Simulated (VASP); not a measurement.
Level of theory: LDA (Ceperley-Alder, Perdew-Zunger), VASP's LDA PAW potentials (set 64) (plane waves; VASP).

VASP input:

KPOINTS:
```
Automatic mesh
0
Gamma
12 12 12
0 0 0
```

File POSCAR:
```
NiAl
1.0
  2.8356698721   0.0000000000   0.0000000000
  0.0000000000   2.8356698721   0.0000000000
  0.0000000000   0.0000000000   2.8356698721
Al Ni
1 1
Direct
  0.5000000000   0.5000000000   0.5000000000
  0.0000000000   0.0000000000   0.0000000000
```

INCAR:
```
! general
SYSTEM  = NiAl
PREC    = Accurate
ENCUT   = 520
LREAL   = F   ! projection in real space or not
LASPH   = T   ! aspherical one-centre terms

! electronic loop
EDIFF   = 1E-6   ! SCF stop (eV)
NELM    = 100
ALGO    = Normal
LMAXMIX = 4

! smearing
ISMEAR  = 1   ! Methfessel-Paxton
SIGMA   = 0.1   ! width (eV)

! ions
IBRION  = 2
NSW     = 60   ! most ionic steps
ISIF    = 3
EDIFFG  = -0.01   ! ionic stop

! output
LWAVE   = F
LCHARG  = F
```

POTCAR, in this order: Al Ni (LDA.64 set). Program: vasp_std.

The run wrote:

**OUTCAR**
```
 ion  position               nearest neighbor table
   1  0.500  0.500  0.500-   2 2.46   2 2.46   2 2.46   2 2.46   2 2.46   2 2.46   2 2.46   2 2.46
  LATTYP: Found a simple cubic cell.
 ALAT       =     2.8356698721
 Subroutine PRICEL returns:
 Original cell was already a primitive cell.
 Subroutine GETGRP returns: Found 48 space group operations
The static configuration has the point symmetry O_h .
The dynamic configuration has the point symmetry O_h .
 Subroutine INISYM returns: Found 48 space group operations
 Subroutine IBZKPT returns following result:
 Found     84 irreducible k-points:

 Following reciprocal coordinates:
            Coordinates               Weight
  0.000000  0.000000  0.000000      1.000000
  0.083333  0.000000  0.000000      6.000000
  0.166667  0.000000  0.000000      6.000000
  0.250000  0.000000  0.000000      6.000000
  0.333333  0.000000  0.000000      6.000000
  0.416667  0.000000  0.000000      6.000000
  0.500000  0.000000  0.000000      3.000000
  0.083333  0.083333  0.000000     12.000000
  0.166667  0.083333  0.000000     24.000000
  0.250000  0.083333  0.000000     24.000000
...
```

### OSZICAR
```
       N       E                     dE             d eps       ncg     rms          rms(c)
DAV:   1     0.392279154566E+02    0.39228E+02   -0.57706E+03  1720   0.140E+03
DAV:   2    -0.123824895485E+02   -0.51610E+02   -0.49032E+02  1692   0.208E+02
DAV:   3    -0.136152337046E+02   -0.12327E+01   -0.12233E+01  1982   0.425E+01
DAV:   4    -0.136353690532E+02   -0.20135E-01   -0.20126E-01  2028   0.487E+00
DAV:   5    -0.136358650191E+02   -0.49597E-03   -0.49595E-03  1916   0.783E-01    0.120E+01
DAV:   6    -0.151479953342E+02   -0.15121E+01   -0.52990E+01  1858   0.130E+02    0.144E+01
DAV:   7    -0.122200265520E+02    0.29280E+01   -0.15437E+01  1840   0.779E+01    0.106E+00
DAV:   8    -0.122104787790E+02    0.95478E-02   -0.33331E-01  2030   0.711E+00    0.105E+00
DAV:   9    -0.121944325044E+02    0.16046E-01   -0.53899E-02  1982   0.390E+00    0.166E-01
DAV:  10    -0.121940690678E+02    0.36344E-03   -0.10165E-03  1882   0.491E-01    0.866E-02
DAV:  11    -0.121940674379E+02    0.16299E-05   -0.36303E-05  2270   0.738E-02    0.241E-02
DAV:  12    -0.121940667285E+02    0.70944E-06   -0.23958E-06  1164   0.291E-02
   1 F= -.12194067E+02 E0= -.12194108E+02  d E =-.121941E+02
```

OUTCAR:
```
------------------------ aborting loop because EDIFF is reached ----------------------------------------
  FORCE on cell =-STRESS in cart. coord.  units (eV):
  Direction    XX          YY          ZZ          XY          YZ          ZX
  --------------------------------------------------------------------------------------
  Total       -0.0141135     -0.0141135     -0.0141135      0.0000000     -0.0000000      0.0000000
  in kB       -0.9916957     -0.9916957     -0.9916957      0.0000000     -0.0000000      0.0000000
  external PRESSURE =      -0.9916957 kB  Pullay stress =       0.0000000 kB
  volume of cell :       22.80
      direct lattice vectors                 reciprocal lattice vectors
     2.835669872  0.000000000  0.000000000     0.352650360  0.000000000  0.000000000
     0.000000000  2.835669872  0.000000000     0.000000000  0.352650360  0.000000000
     0.000000000  0.000000000  2.835669872     0.000000000  0.000000000  0.352650360
 POSITION                                       TOTAL-FORCE (eV/Angst)
 -----------------------------------------------------------------------------------
      1.41783      1.41783      1.41783         0.000000      0.000000      0.000000
      0.00000      0.00000      0.00000         0.000000      0.000000      0.000000
 -----------------------------------------------------------------------------------
    total drift:                               -0.000000      0.000000      0.000000
  FREE ENERGIE OF THE ION-ELECTRON SYSTEM (eV)
  ---------------------------------------------------
  free  energy   TOTEN  =       -12.1940667285 eV

  energy  without entropy=      -12.1941903509  energy(sigma->0) =      -12.19410794

 reached required accuracy - stopping structural energy minimisation
```
(Selected blocks of OUTCAR.)

OUTCAR:
```
 val. band max:       10.4212041131   @ k =   0.5000   0.4167   0.3333

 cond. band min:      10.4496845249   @ k =   0.3333   0.1667   0.0000


 Fermi energy:        10.4402727557

 k-point     1 :       0.0000    0.0000    0.0000
  band No.  band energies     occupation
      1      -1.0415      2.00000
      2       6.9127      2.00000
      3       6.9127      2.00000
      4       8.7280      2.00000
      5       8.7280      2.00000
      6       8.7280      2.00000
      7      16.0653      0.00000
      8      16.0653      0.00000
      9      16.0653      0.00000
     10      18.7690      0.00000

 k-point     2 :       0.0833    0.0000    0.0000
  band No.  band energies     occupation
      1      -0.9094      2.00000
      2       6.9052      2.00000
      3       6.9444      2.00000
      4       8.6693      2.00000
      5       8.6693      2.00000
      6       8.7344      2.00000
      7      14.8122      0.00000
      8      16.2392      0.00000
      9      16.2392      0.00000
     10      18.7714      0.00000

 k-point     3 :       0.1667    0.0000    0.0000
  band No.  band energies     occupation
      1      -0.5159      2.00000
      2       6.8372      2.00000
      3       7.0325      2.00000
      4       8.5165      2.00000
      5       8.5165      2.00000
      6       8.7520      2.00000
      7      12.9115      0.00000
      8      16.7389      0.00000
      9      16.7389      0.00000
     10      18.7781      0.00000

 k-point     4 :       0.2500    0.0000    0.0000
  band No.  band energies     occupation
      1       0.1302      2.00000
      2       6.5533      2.00000
      3       7.1563      2.00000
      4       8.3233      2.00000
      5       8.3233      2.00000
      6       8.7760      2.00000
      7      11.2830     -0.00000
      8      17.5137      0.00000
      9      17.5137      0.00000
     10      18.7884      0.00000

 k-point     5 :       0.3333    0.0000    0.0000
...
```

The compound is NiAl in the CsCl type structure. It was relaxed first, which changed the volume by -6 %. The start is the result of an earlier pass. The run is not spin-polarised, so no magnetic state was tried. The electron count is odd and the run is not spin-polarised, which forces a metal.
